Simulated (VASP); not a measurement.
Calculation: LDA (Ceperley-Alder, Perdew-Zunger), VASP's LDA PAW potentials (set 64) (plane waves; VASP 6.6.1).

VASP input:

File POSCAR:
```
BaTiO3
1.0
  3.9410439042   0.0000000000   0.0000000000
  0.0000000000   3.9410439042   0.0000000000
  0.0000000000   0.0000000000   4.0044674848
Ba Ti O
1 1 3
direct
  1.0000000000   0.0000000000   0.0003956248
  0.5000000000   0.5000000000   0.5143648877
  0.5000000000   0.5000000000   0.9775649219
  0.0000000000   0.5000000000   0.4858372827
  0.5000000000   0.0000000000   0.4858372827
```

### INCAR
```
! general
SYSTEM  = BaTiO3
PREC    = Accurate
ENCUT   = 520
LREAL   = .FALSE.
LASPH   = .TRUE.

! electronic loop
EDIFF   = 1E-8
NELM    = 100
ALGO    = Normal
LMAXMIX = 4

! smearing
ISMEAR  = 0
SIGMA   = 0.05

! ions
IBRION  = 1
NSW     = 30
ISIF    = 2
EDIFFG  = -0.001

! output
LWAVE   = .FALSE.
LCHARG  = .FALSE.
```

File KPOINTS:
```
Automatic
0
Gamma
  5 5 5
0 0 0
```

POTCAR, in this order: Ba_sv Ti_sv O (LDA.64 set). Program: vasp_std.

The resulting files:

OUTCAR:
```
 ion  position               nearest neighbor table
   1  0.000  0.000  0.000-   4 2.77   5 2.77   4 2.77   5 2.77   3 2.79   3 2.79   3 2.79   3 2.79
                             4 2.85   5 2.85   5 2.85   4 2.85   2 3.40   2 3.40   2 3.40   2 3.40
   2  0.500  0.500  0.514-   3 1.85   4 1.97   5 1.97   5 1.97   4 1.97   3 2.15   1 3.40   1 3.40
                             1 3.40   1 3.40   1 3.46   1 3.46   1 3.46   1 3.46
   3  0.500  0.500  0.978-   2 1.85   2 2.15   1 2.79   1 2.79   1 2.79   1 2.79
   4  0.000  0.500  0.486-   2 1.97   2 1.97   1 2.77   1 2.77   1 2.85   1 2.85
   5  0.500  0.000  0.486-   2 1.97   2 1.97   1 2.77   1 2.77   1 2.85   1 2.85
  LATTYP: Found a simple tetragonal cell.
 ALAT       =     3.9410439042
 C/A-ratio  =     1.0160930916
 Subroutine PRICEL returns:
 Original cell was already a primitive cell.
 Subroutine GETGRP returns: Found  8 space group operations
The static configuration has the point symmetry C_4v.
The dynamic configuration has the point symmetry C_4v.
 Subroutine INISYM returns: Found  8 space group operations
 Subroutine IBZKPT returns following result:
 Found     18 irreducible k-points:

 Following reciprocal coordinates:
            Coordinates               Weight
  0.000000  0.000000  0.000000      1.000000
  0.200000  0.000000  0.000000      4.000000
  0.400000  0.000000  0.000000      4.000000
  0.200000  0.200000  0.000000      4.000000
  0.400000  0.200000  0.000000      8.000000
  0.400000  0.400000  0.000000      4.000000
  0.000000  0.000000  0.200000      2.000000
  0.200000  0.000000  0.200000      8.000000
  0.400000  0.000000  0.200000      8.000000
  0.200000  0.200000  0.200000      8.000000
  0.400000  0.200000  0.200000     16.000000
  0.400000  0.400000  0.200000      8.000000
  0.000000  0.000000  0.400000      2.000000
  0.200000  0.000000  0.400000      8.000000
  0.400000  0.000000  0.400000      8.000000
  0.200000  0.200000  0.400000      8.000000
  0.400000  0.200000  0.400000     16.000000
  0.400000  0.400000  0.400000      8.000000
...
```

### OSZICAR
```
       N       E                     dE             d eps       ncg     rms          rms(c)
DAV:   1     0.451740790085E+03    0.45174E+03   -0.21408E+04   864   0.180E+03
DAV:   2    -0.795322866057E+01   -0.45969E+03   -0.45240E+03  1048   0.494E+02
DAV:   3    -0.526786019661E+02   -0.44725E+02   -0.44156E+02  1248   0.148E+02
DAV:   4    -0.545292382145E+02   -0.18506E+01   -0.18496E+01  1224   0.281E+01
DAV:   5    -0.545848987858E+02   -0.55661E-01   -0.55658E-01  1232   0.366E+00    0.242E+01
DAV:   6    -0.444112699588E+02    0.10174E+02   -0.72037E+01  1336   0.789E+01    0.104E+01
DAV:   7    -0.443490019706E+02    0.62268E-01   -0.11669E+01  1096   0.258E+01    0.703E+00
DAV:   8    -0.441663540733E+02    0.18265E+00   -0.11899E+00  1176   0.110E+01    0.251E+00
DAV:   9    -0.441737719070E+02   -0.74178E-02   -0.19530E-01  1080   0.312E+00    0.104E+00
DAV:  10    -0.441639670520E+02    0.98049E-02   -0.88298E-02  1192   0.287E+00    0.449E-01
DAV:  11    -0.441621815676E+02    0.17855E-02   -0.14101E-02  1208   0.861E-01    0.883E-02
DAV:  12    -0.441620656477E+02    0.11592E-03   -0.93517E-04  1088   0.298E-01    0.353E-02
DAV:  13    -0.441620535974E+02    0.12050E-04   -0.34621E-04  1184   0.186E-01    0.332E-02
DAV:  14    -0.441620399766E+02    0.13621E-04   -0.65787E-05  1056   0.591E-02    0.104E-02
DAV:  15    -0.441620390287E+02    0.94797E-06   -0.12009E-05  1232   0.262E-02    0.273E-03
DAV:  16    -0.441620390388E+02   -0.10098E-07   -0.16746E-06  1104   0.111E-02    0.319E-03
DAV:  17    -0.441620389563E+02    0.82470E-07   -0.55338E-07   992   0.431E-03    0.781E-04
DAV:  18    -0.441620389579E+02   -0.16244E-08   -0.45670E-08  1048   0.145E-03
   1 F= -.44162039E+02 E0= -.44162039E+02  d E =-.441620E+02
       N       E                     dE             d eps       ncg     rms          rms(c)
DAV:   1    -0.441620374661E+02    0.14902E-05   -0.23985E-04  1048   0.244E-01    0.477E-03
DAV:   2    -0.441620400057E+02   -0.25395E-05   -0.28973E-05   896   0.353E-02    0.348E-03
DAV:   3    -0.441620400221E+02   -0.16425E-07   -0.10095E-06  1208   0.754E-03    0.194E-03
DAV:   4    -0.441620400068E+02    0.15301E-07   -0.10017E-07  1128   0.328E-03    0.107E-03
DAV:   5    -0.441620400040E+02    0.27967E-08   -0.32721E-08   888   0.165E-03
   2 F= -.44162040E+02 E0= -.44162040E+02  d E =-.104607E-05
       N       E                     dE             d eps       ncg     rms          rms(c)
DAV:   1    -0.441620391846E+02    0.82220E-06   -0.93525E-05  1048   0.157E-01    0.292E-03
DAV:   2    -0.441620401945E+02   -0.10099E-05   -0.11659E-05   896   0.223E-02    0.208E-03
DAV:   3    -0.441620402033E+02   -0.87603E-08   -0.39005E-07  1192   0.471E-03    0.114E-03
DAV:   4    -0.441620401983E+02    0.50168E-08   -0.34294E-08   976   0.190E-03
   3 F= -.44162040E+02 E0= -.44162040E+02  d E =-.194244E-06
```

File OUTCAR:
```
------------------------ aborting loop because EDIFF is reached ----------------------------------------
  FORCE on cell =-STRESS in cart. coord.  units (eV):
  Direction    XX          YY          ZZ          XY          YZ          ZX
  --------------------------------------------------------------------------------------
  Total       -0.0446697     -0.0446697     -0.1086831      0.0000000      0.0000000      0.0000000
  in kB       -1.1506850     -1.1506850     -2.7996593      0.0000000      0.0000000      0.0000000
  external PRESSURE =      -1.7003431 kB  Pullay stress =       0.0000000 kB
  volume of cell :       62.20
      direct lattice vectors                 reciprocal lattice vectors
     3.941043904  0.000000000  0.000000000     0.253739878  0.000000000  0.000000000
     0.000000000  3.941043904  0.000000000     0.000000000  0.253739878  0.000000000
     0.000000000  0.000000000  4.004467485     0.000000000  0.000000000  0.249721094
 POSITION                                       TOTAL-FORCE (eV/Angst)
 -----------------------------------------------------------------------------------
      0.00000      0.00000      0.00173         0.000000     -0.000000     -0.000233
      1.97052      1.97052      2.05937        -0.000000      0.000000     -0.000132
      1.97052      1.97052      3.91473        -0.000000     -0.000000      0.000081
      0.00000      1.97052      1.94558         0.000000     -0.000000      0.000142
      1.97052      0.00000      1.94558        -0.000000     -0.000000      0.000142
 -----------------------------------------------------------------------------------
    total drift:                                0.000000      0.000000      0.000291
  FREE ENERGIE OF THE ION-ELECTRON SYSTEM (eV)
  ---------------------------------------------------
  free  energy   TOTEN  =       -44.1620401983 eV

  energy  without entropy=      -44.1620401983  energy(sigma->0) =      -44.16204020

 reached required accuracy - stopping structural energy minimisation
```
(Selected blocks of OUTCAR.)

File CONTCAR:
```
BaTiO3
   1.00000000000000
     3.9410439041999998    0.0000000000000000    0.0000000000000000
     0.0000000000000000    3.9410439041999998    0.0000000000000000
     0.0000000000000000    0.0000000000000000    4.0044674848000001
  Ba              Ti              O
     1     1     3
Direct
     0.0000000000000000    0.0000000000000000    0.0004326960556124
     0.5000000000000000    0.5000000000000000    0.5142693206953414
     0.5000000000000000    0.5000000000000000    0.9775919031282421
     0.0000000000000000    0.5000000000000000    0.4858530399603960
     0.5000000000000000    0.0000000000000000    0.4858530399603960
```

The compound is BaTiO3 in the tetragonal perovskite structure. This run relaxes the ions in a fixed cell. Symmetry was kept, so distortions that lower it aren't found. The start is the result of an earlier pass.
